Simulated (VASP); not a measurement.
Method: revPBE GGA, VASP's PBE PAW potentials (set 64) (plane waves; VASP).

The input files of a VASP run:

INCAR:
```
! general
SYSTEM = LiCl
PREC   = Accurate
ENCUT  = 520
LREAL  = .False.   ! projection in real space or not
LASPH  = .True.

! electronic loop
EDIFF  = 1E-7   ! SCF stop (eV)
NELM   = 100   ! most electronic steps
ALGO   = Normal

! smearing
ISMEAR = 0   ! Gaussian
SIGMA  = 0.05   ! width (eV)

! functional
GGA    = RE

! ions
ISIF   = 2

! output
LWAVE  = .False.
LCHARG = .False.
```

**KPOINTS**
```
Automatic mesh
0
Gamma
9 9 9
0 0 0
```

POSCAR:
```
LiCl
1.0
  0.0000000000   2.5668354684   2.5668354684
  2.5668354684   0.0000000000   2.5668354684
  2.5668354684   2.5668354684   0.0000000000
Li Cl
1 1
Direct
  0.0000000000   0.0000000000   0.0000000000
  0.5000000000   0.5000000000   0.5000000000
```

POTCAR, in this order: Li_sv Cl (PBE.64 set). Program: vasp_std.

### Question
What will the output report for the number of irreducible k-points (NKPTS), largest plane-wave count, number of space-group operations, FFT grid (NGX, NGY, NGZ)?

### Answer

| Property | Result |
|---|---|
| number of irreducible k-points (NKPTS) | 35 |
| largest plane-wave count | 941 |
| number of space-group operations | 48 |
| FFT grid (NGX, NGY, NGZ) | 28 × 28 × 28 |

The compound is LiCl in the rock salt structure. This cell is one point of a volume scan, at 0.94 of the reference volume.
